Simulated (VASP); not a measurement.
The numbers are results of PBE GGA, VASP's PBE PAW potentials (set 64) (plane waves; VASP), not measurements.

The input files of a VASP run:

POSCAR:
```
La
1
    1.8850000000    -3.2649160000     0.0000000000
    1.8850000000     3.2649160000     0.0000000000
    0.0000000000     0.0000000000    12.1600000000
La
4
Direct
  0.0000000000   0.0000000000   0.5000000000
  0.0000000000   0.0000000000   0.0000000000
  0.3333330000   0.6666670000   0.2500000000
  0.6666670000   0.3333330000   0.7500000000
```

### KPOINTS
```
Automatic mesh
0
Gamma
9 9 3
0 0 0
```

INCAR:
```
! general
SYSTEM  = La
PREC    = Accurate
ENCUT   = 400   ! plane-wave cut-off (eV)
LREAL   = .FALSE.   ! projection in real space or not
LASPH   = .TRUE.   ! aspherical one-centre terms
NELECT  = 44.5

! electronic loop
EDIFF   = 1E-6   ! SCF stop (eV)
NELM    = 100
ALGO    = Normal   ! blocked Davidson
LMAXMIX = 6   ! l cut-off of mixed one-centre charges

! smearing
ISMEAR  = 0   ! Gaussian
SIGMA   = 0.05

! functional
GGA     = PE

! ions
ISIF    = 2

! output
LWAVE   = .FALSE.
LCHARG  = .FALSE.
```

POTCAR, in this order: La (PBE.64 set). Program: vasp_std.

Problem. What will the output report for the number of irreducible k-points (NKPTS), number of bands (NBANDS), largest plane-wave count, number of space-group operations, FFT grid (NGX, NGY, NGZ)?

Solution. 
```json
{
 "number of irreducible k-points (NKPTS)": "24",
 "number of bands (NBANDS)": "26",
 "largest_plane_wave_count": "2751",
 "number_of_space_group_operations": "24",
 "FFT grid (NGX, NGY, NGZ)": "28 × 28 × 80"
}
```

The compound is La in the dhcp structure. The cell was not relaxed at this level. The run is one of a series of settings (ISMEAR = 0, NELECT = 44.5, SIGMA = 0.05 against the base run), some of them coarse on purpose.
